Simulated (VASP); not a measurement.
An input for Quantum ESPRESSO's pw.x (written as the equivalent of a VASP run, and not itself run):

```
&CONTROL
  calculation = 'vc-relax'
  pseudo_dir = './pseudo'
  outdir = './out'
  tprnfor = .true.
  tstress = .true.
  nstep = 60
  forc_conv_thr = 0.00039
/
&SYSTEM
  ibrav = 0
  nat = 2
  ntyp = 1
  ecutwfc = 66
  occupations = 'smearing'
  smearing = 'methfessel-paxton'
  degauss = 0.00735
  input_dft = 'vdw-df2'
/
&ELECTRONS
  conv_thr = 7.3e-08
  electron_maxstep = 100
/
&IONS
/
&CELL
/
ATOMIC_SPECIES
  Zr 91.224 Zr.upf
CELL_PARAMETERS angstrom
     1.6425878   -2.8450455   -0.0000000
     1.6425878    2.8450455   -0.0000000
     0.0000000   -0.0000000    5.2666403
ATOMIC_POSITIONS crystal
  Zr   0.3333330  0.6666670  0.2500000
  Zr   0.6666670  0.3333330  0.7500000
K_POINTS automatic
  12 12 6 0 0 0
```

Q: Write the VASP files for the same calculation (vdW-DF2).

A: This is not unique; one that fits is 
File POSCAR:
```
Zr
1
    1.6425878372    -2.8450455330    -0.0000000000
    1.6425878372     2.8450455330    -0.0000000000
    0.0000000000    -0.0000000000     5.2666402936
Zr
2
Direct
  0.3333330000   0.6666670000   0.2500000000
  0.6666670000   0.3333330000   0.7500000000
```

**INCAR**
```
PREC  =  Accurate
NELM  =  100   ! most electronic steps
IBRION  =  2   ! conjugate gradients
SIGMA  =  0.1   ! width (eV)
LWAVE  =  .FALSE.
LMAXMIX  =  4   ! l cut-off of mixed one-centre charges
EDIFFG  =  -0.01   ! ionic stop
ZAB_VDW  =  -1.8867
LCHARG  =  .FALSE.
NSW  =  60   ! most ionic steps
ISIF  =  3
LREAL  =  .FALSE.   ! projection in real space or not
ENCUT  =  520
LASPH  =  .TRUE.   ! aspherical one-centre terms
EDIFF  =  1E-6
ISMEAR  =  1
ALGO  =  Normal   ! blocked Davidson
SYSTEM  =  Zr
LUSE_VDW  =  .TRUE.
GGA  =  ML
AGGAC  =  0.0
```

### KPOINTS
```
kpoints
0
gamma
  12 12 6
0 0 0
```

POTCAR, in this order: Zr_sv (PBE.64 set). Program: vasp_std.

The two are equivalent in intent, not identical: the potentials are each code's own (VASP's PAW set, PseudoDojo norm-conserving files in pw.x), so ENCUT and ecutwfc are chosen apart and not converted; conv_thr bounds pw.x's estimated SCF error, while EDIFF bounds the energy change between steps; forc_conv_thr acts on force components and is met together with etot_conv_thr.

The compound is Zr in the hcp structure. This run relaxes it. Symmetry was kept, so distortions that lower it aren't found. The start is the result of an earlier pass.
